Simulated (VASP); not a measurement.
Consider the following.

```yaml
crystal:
  lattice:
    - [-2.83305, 2.83305, 5.56510]
    - [2.83305, -2.83305, 5.56510]
    - [2.83305, 2.83305, -5.56510]
  atoms:
    - { symbol: Ga, position: [0.50000, 0.50000, 0.00000] }
    - { symbol: Ga, position: [0.25000, 0.75000, 0.50000] }
    - { symbol: Cu, position: [0.00000, 0.00000, 0.00000] }
    - { symbol: Cu, position: [0.75000, 0.25000, 0.50000] }
    - { symbol: Se, position: [0.87500, 0.87500, 0.50000] }
    - { symbol: Se, position: [0.12500, 0.62500, 0.00000] }
    - { symbol: Se, position: [0.37500, 0.37500, 0.50000] }
    - { symbol: Se, position: [0.62500, 0.12500, 0.00000] }
```

All values below come from PBE GGA, VASP's PBE PAW potentials (set 64) (plane waves; VASP 6.6.1). Run with 300 eV cut-off, 3×3×3 Γ-centred mesh, Fermi-Dirac smearing of 0.020 eV, potentials Ga_d Cu Se.

At this cut-off the stress carries a Pulay error, which pulls relaxed volumes low.

### Question
Give the force on each atom (eV/Å).

### Answer

| atom | Fx | Fy | Fz |
|---|---|---|---|
| Ga1 | 0.000 | 0.000 | 0.000 |
| Ga2 | 0.000 | 0.000 | 0.000 |
| Cu3 | 0.000 | 0.000 | 0.000 |
| Cu4 | 0.000 | 0.000 | 0.000 |
| Se5 | 0.274 | 0.000 | 0.000 |
| Se6 | 0.000 | -0.274 | 0.000 |
| Se7 | -0.274 | 0.000 | 0.000 |
| Se8 | 0.000 | 0.274 | 0.000 |

### Question
Give the stress tensor in GPa (positive for a compressed cell).

### Answer

```
0.72  0.00  0.00
0.00  0.72  0.00
0.00  0.00  0.86
```
The pressure is its mean diagonal, 0.77 GPa.

The structure is a typed CuGaSe2 crystal. The cell was not relaxed at this level. The k-mesh is coarse (spacing up to 0.52 per Å, 2π included), so the numbers may not be converged in it.
